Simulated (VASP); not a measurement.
# KAl (Pm-3m) in VASP: a series of runs, part 2 of 2

VASP 6.6.1.

### Step 4. Band structure, PW91

The input, INCAR:

```
SYSTEM = KAl
ALGO = Normal
EDIFF = 1E-6
ENCUT = 520
GGA = 91
ISIF = 2
ISMEAR = -1
LASPH = .True.
LCHARG = .False.
LREAL = .False.
LWAVE = .False.
NELM = 100
PREC = Accurate
SIGMA = 0.05
```

The input, KPOINTS:

```
k-points
0
Gamma
  7 7 7
  0 0 0
```

The input, POSCAR:

```
KAl
1.0
    4.1269100000      0.0000000000      0.0000000000
    0.0000000000      4.1269100000      0.0000000000
    0.0000000000      0.0000000000      4.1269100000
K Al
1 1
Direct
    0.5000000000      0.5000000000      0.5000000000
    0.0000000000      0.0000000000      0.0000000000
```

The input, KPOINTS_OPT:

```
path GXMGRX,MR
15
line-mode
reciprocal
 0.0000000000  0.0000000000  0.0000000000  G
 0.0000000000  0.5000000000  0.0000000000  X

 0.0000000000  0.5000000000  0.0000000000  X
 0.5000000000  0.5000000000  0.0000000000  M

 0.5000000000  0.5000000000  0.0000000000  M
 0.0000000000  0.0000000000  0.0000000000  G

 0.0000000000  0.0000000000  0.0000000000  G
 0.5000000000  0.5000000000  0.5000000000  R

 0.5000000000  0.5000000000  0.5000000000  R
 0.0000000000  0.5000000000  0.0000000000  X

 0.5000000000  0.5000000000  0.0000000000  M
 0.5000000000  0.5000000000  0.5000000000  R
```

Potentials or basis: VASP PAW PBE potentials, release 64 (K_sv, Al).

Started as:

```sh
> cat potpaw_PBE.64/K_sv/POTCAR potpaw_PBE.64/Al/POTCAR > POTCAR
> mpirun -np 1 vasp_std > vasp.out
```

OUTCAR:

```text
SYSTEM = KAl
   EDIFF = 1E-6
   ENCUT = 520
   GGA = 91
   ISIF = 2
   ISMEAR = -1
   LASPH = .True.
   LREAL = .False.
   NELM = 100
   PREC = Accurate

 ion  position               nearest neighbor table
   1  0.500  0.500  0.500-   2 3.57   2 3.57   2 3.57   2 3.57   2 3.57   2 3.57   2 3.57   2 3.57

   2  0.000  0.000  0.000-   1 3.57   1 3.57   1 3.57   1 3.57   1 3.57   1 3.57   1 3.57   1 3.57

  LATTYP: Found a simple cubic cell.
 ALAT       =     4.1269100000

  Lattice vectors:

 A1 = (   4.1269100000,   0.0000000000,   0.0000000000)
 A2 = (   0.0000000000,   4.1269100000,   0.0000000000)
 A3 = (   0.0000000000,   0.0000000000,   4.1269100000)

Analysis of symmetry for initial positions (statically):
=====================================================================
 Subroutine PRICEL returns:
 Original cell was already a primitive cell.

 Routine SETGRP: Setting up the symmetry group for a
 simple cubic supercell.

 Subroutine GETGRP returns: Found 48 space group operations
 (whereof 48 operations were pure point group operations)
 out of a pool of 48 trial point group operations.
[... 165 lines left out ...]

 k-point     1 :       0.0000    0.0000    0.0000
  band No.  band energies     occupation
      1     -29.0742      2.00000
      2     -12.6018      2.00000
      3     -12.6018      2.00000
      4     -12.6018      2.00000
      5      -4.1196      2.00000
      6       4.1338      0.00000
      7       4.1338      0.00000
      8       4.1338      0.00000
      9       4.3827      0.00000
     10       4.3827      0.00000
[... 235 lines left out ...]
 k-point    20 :       0.4286    0.4286    0.4286
  band No.  band energies     occupation
      1     -29.0512      2.00000
      2     -12.7044      2.00000
      3     -12.7026      2.00000
      4     -12.7026      2.00000
      5      -1.3758      2.00000
      6       1.2651      1.91395
      7       1.2651      1.91395
      8       1.5266      0.21272
      9       5.4317      0.00000
     10       5.6611      0.00000

------------------------ aborting loop because EDIFF is reached ----------------------------------------

  FORCE on cell =-STRESS in cart. coord.  units (eV):
  Direction    XX          YY          ZZ          XY          YZ          ZX
  --------------------------------------------------------------------------------------
  -------------------------------------------------------------------------------------
  Total       -0.0038488     -0.0038488     -0.0038488     -0.0000000     -0.0000000      0.0000000
  in kB       -0.0877328     -0.0877328     -0.0877328     -0.0000000     -0.0000000      0.0000000
  external PRESSURE =      -0.0877328 kB  Pullay stress =       0.0000000 kB

 VOLUME and BASIS-vectors are now :
 -----------------------------------------------------------------------------
  energy-cutoff  :      520.00
  volume of cell :       70.29
      direct lattice vectors                 reciprocal lattice vectors
     4.126910000  0.000000000  0.000000000     0.242312045  0.000000000  0.000000000
     0.000000000  4.126910000  0.000000000     0.000000000  0.242312045  0.000000000
     0.000000000  0.000000000  4.126910000     0.000000000  0.000000000  0.242312045

 POSITION                                       TOTAL-FORCE (eV/Angst)
 -----------------------------------------------------------------------------------
      2.06345      2.06345      2.06345         0.000000      0.000000      0.000000
      0.00000      0.00000      0.00000         0.000000      0.000000      0.000000
 -----------------------------------------------------------------------------------
    total drift:                                0.000000     -0.000000     -0.000000

  FREE ENERGIE OF THE ION-ELECTRON SYSTEM (eV)
  ---------------------------------------------------
  free  energy   TOTEN  =        -3.6772722963 eV

  energy  without entropy=       -3.6655145524  energy(sigma->0) =       -3.67139342
```

stdout:

```text
POSCAR found type information on POSCAR K Al
 POSCAR found :  2 types and       2 ions
 scaLAPACK will be used
 -----------------------------------------------------------------------------
|                                                                             |
|                                                                             |
|     You enforced a specific xc type in the INCAR file but a different       |
|     I HOPE YOU KNOW WHAT YOU ARE DOING!                                     |
|                                                                             |
 -----------------------------------------------------------------------------

 LDA part: xc-table for (Slater(with rela. corr.)+CA(PZ))
 , standard interpolation
 POSCAR, INCAR and KPOINTS ok, starting setup
 FFT: planning ... GRIDC
 FFT: planning ... GRID_SOFT
 FFT: planning ... GRID
 WAVECAR not read
 entering main loop
 Start KPOINTS_OPT (optional k-point list driver)
k-point batch [1-20\90]
k-point batch [21-40\90]
k-point batch [41-60\90]
k-point batch [61-80\90]
k-point batch [81-90\90]
```

Run time: 19 s. Hardware: 1 thread of Intel Xeon Platinum 8559C (Emerald Rapids), shared host; peak memory 0.18 GiB.

What came out:

| Quantity | Value |
| --- | --- |
| Free energy | -3.6773 eV |
| Pressure | 0.0 GPa |
| Band gap along the path | none (metal or under the smearing width) |

Levels at the corners of the path, in eV from the Fermi level:
| point | band 3 | band 4 | band 5 | band 6 | band 7 | band 8 | band 9 | band 10 |
| --- | --- | --- | --- | --- | --- | --- | --- | --- |
| Γ | -14.02 | -14.02 | -5.54 | 2.71 | 2.71 | 2.71 | 2.96 | 2.96 |
| X | -14.01 | -14.01 | -4.27 | -1.66 | 2.63 | 2.63 | 4.52 | 5.56 |
| X | -14.01 | -14.01 | -4.27 | -1.66 | 2.63 | 2.63 | 4.52 | 5.56 |
| M | -14.15 | -13.99 | -3.68 | -0.26 | -0.26 | 2.26 | 3.89 | 5.38 |
| M | -14.15 | -13.99 | -3.68 | -0.26 | -0.26 | 2.26 | 3.89 | 5.38 |
| Γ | -14.02 | -14.02 | -5.54 | 2.71 | 2.71 | 2.71 | 2.96 | 2.96 |
| Γ | -14.02 | -14.02 | -5.54 | 2.71 | 2.71 | 2.71 | 2.96 | 2.96 |
| R | -14.13 | -14.13 | -2.51 | -0.23 | -0.23 | -0.23 | 4.20 | 4.20 |
| R | -14.13 | -14.13 | -2.51 | -0.23 | -0.23 | -0.23 | 4.20 | 4.20 |
| X | -14.01 | -14.01 | -4.27 | -1.66 | 2.63 | 2.63 | 4.52 | 5.56 |
| M | -14.15 | -13.99 | -3.68 | -0.26 | -0.26 | 2.26 | 3.89 | 5.38 |
| R | -14.13 | -14.13 | -2.51 | -0.23 | -0.23 | -0.23 | 4.20 | 4.20 |

Caveat: the PAW data sets were made with another functional, which shifts forces and pressure a little.

### Step 5. Band structure, r2SCAN

Changes to INCAR since step 4:

```diff
@@ -4,3 +4,2 @@
 ENCUT = 520
-GGA = 91
 ISIF = 2
@@ -9,4 +8,6 @@
 LCHARG = .False.
+LMIXTAU = .True.
 LREAL = .False.
 LWAVE = .False.
+METAGGA = R2SCAN
 NELM = 100
```

KPOINTS is that of step 4.

POSCAR is that of step 4.

KPOINTS_OPT is that of step 4.

Started as:

```sh
> cat potpaw_PBE.64/K_sv/POTCAR potpaw_PBE.64/Al/POTCAR > POTCAR
> mpirun -np 1 vasp_std > vasp.out
```

Run time: 70 s. Hardware: 1 thread of Intel Xeon Platinum 8559C (Emerald Rapids), shared host; peak memory 0.18 GiB.

Results (log left out):

- Free energy: -11.5712 eV
- Pressure: -0.2 GPa
- Band gap along the path: none (metal or under the smearing width)

Levels at the corners of the path, in eV from the Fermi level:
```tsv
point	band 4	band 5	band 6	band 7	band 8	band 9
Γ	-14.70	-5.87	2.87	2.87	2.87	3.20
X	-14.69	-4.54	-1.73	2.81	2.81	4.97
X	-14.69	-4.54	-1.73	2.81	2.81	4.97
M	-14.67	-3.87	-0.37	-0.37	2.63	4.12
M	-14.67	-3.87	-0.37	-0.37	2.63	4.12
Γ	-14.70	-5.87	2.87	2.87	2.87	3.20
Γ	-14.70	-5.87	2.87	2.87	2.87	3.20
R	-14.80	-2.54	-0.32	-0.32	-0.32	4.56
R	-14.80	-2.54	-0.32	-0.32	-0.32	4.56
X	-14.69	-4.54	-1.73	2.81	2.81	4.97
M	-14.67	-3.87	-0.37	-0.37	2.63	4.12
R	-14.80	-2.54	-0.32	-0.32	-0.32	4.56
```

Caveat: the PAW data sets were made with another functional, which shifts forces and pressure a little.

### Step 6. Band structure, SCAN

Changes to INCAR since step 5:

```diff
@@ -11,3 +11,3 @@
 LWAVE = .False.
-METAGGA = R2SCAN
+METAGGA = SCAN
 NELM = 100
```

KPOINTS is that of step 5.

POSCAR is that of step 5.

KPOINTS_OPT is that of step 5.

Potentials or basis: VASP PAW PBE potentials, release 64 (K_sv, Al).

Started as:

```sh
> cat potpaw_PBE.64/K_sv/POTCAR potpaw_PBE.64/Al/POTCAR > POTCAR
> mpirun -np 1 vasp_std > vasp.out
```

Wall time 75 s (1 thread of Intel Xeon Platinum 8559C (Emerald Rapids), shared host); peak memory 0.18 GiB.

It converged, with:

| Property | Result |
| --- | --- |
| Free energy | -14.8989 eV |
| Pressure | -0.2 GPa |
| Band gap along the path | none (metal or under the smearing width) |

Levels at the corners of the path, in eV from the Fermi level:
```csv
point,band 3,band 4,band 5,band 6,band 7,band 8,band 9,band 10
Γ,-14.71,-14.71,-5.86,2.82,2.82,2.82,3.21,3.21
X,-14.69,-14.69,-4.54,-1.72,2.77,2.77,4.93,5.82
X,-14.69,-14.69,-4.54,-1.72,2.77,2.77,4.93,5.82
M,-14.83,-14.68,-3.89,-0.34,-0.34,2.57,4.07,5.79
M,-14.83,-14.68,-3.89,-0.34,-0.34,2.57,4.07,5.79
Γ,-14.71,-14.71,-5.86,2.82,2.82,2.82,3.21,3.21
Γ,-14.71,-14.71,-5.86,2.82,2.82,2.82,3.21,3.21
R,-14.81,-14.81,-2.60,-0.29,-0.29,-0.29,4.51,4.51
R,-14.81,-14.81,-2.60,-0.29,-0.29,-0.29,4.51,4.51
X,-14.69,-14.69,-4.54,-1.72,2.77,2.77,4.93,5.82
M,-14.83,-14.68,-3.89,-0.34,-0.34,2.57,4.07,5.79
R,-14.81,-14.81,-2.60,-0.29,-0.29,-0.29,4.51,4.51
```

Caveat: the PAW data sets were made with another functional, which shifts forces and pressure a little.

### Step 7. Summary

| level | pressure (GPa) |
| --- | --- |
| BLYP | 1.3 |
| AM05 | -0.6 |
| PW91 | 0.0 |
| r2SCAN | -0.2 |
| SCAN | -0.2 |

Alike in all rows: task band structure; potentials or basis VASP PAW PBE potentials, release 64 (K_sv, Al); no spin polarisation; cell as given; k mesh 7 × 7 × 7; cutoff (eV) 520; smearing fermi-dirac 0.05 eV.

The pressure there spans -0.6 GPa (AM05) to 1.3 GPa (BLYP); a positive pressure means that this level wants a larger cell, a negative one a smaller.

Caveats: the PAW data sets were made with another functional, which shifts forces and pressure a little.

Total energies depend on the potentials used, so only differences within one code and one set of settings carry meaning.
